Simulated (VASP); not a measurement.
Given:

```xyz
2
Lattice="3.1916 0.0000 0.0000 0.0000 3.1916 0.0000 0.0000 0.0000 3.1916" Properties=species:S:1:pos:R:3 pbc="T T T"
Zn     1.5958     1.5958     1.5958
Au     0.0000     0.0000     0.0000
```

Method: PW91 GGA, VASP's PBE PAW potentials (set 64) (plane waves; VASP). Settings: 520 eV cut-off, 13×13×13 Γ-centred mesh, tetrahedra with Blöchl corrections, potentials Zn Au.

Unless said otherwise, spin-orbit coupling is left out, though it shifts the bands of the heavy elements here.

Question: Tabulate the total density of states (states/eV per cell) against energy (eV; zero at the valence-band maximum or, without a gap, the Fermi level).

Answer: 
```tsv
E (eV)	DOS (states/eV)
-9.95	0.08
-9.39	0.18
-8.84	0.28
-8.28	0.58
-7.72	11.4
-7.17	4.47
-6.61	0.95
-6.06	0.15
-5.50	2.89
-4.95	3.20
-4.39	3.90
-3.83	6.08
-3.28	1.23
-2.61	0.38
-2.06	0.65
-1.50	0.74
-0.95	0.60
-0.39	0.56
0.17	0.49
0.72	0.45
1.28	0.50
1.83	0.65
2.39	0.82
2.94	0.83
3.50	0.69
```
Within 2 eV below the Fermi level the largest weight inside VASP's projection spheres is Au d, then Au s.

The compound is AuZn in the CsCl type structure. It was relaxed first. The electron count is odd and the run is not spin-polarised, which forces a metal.
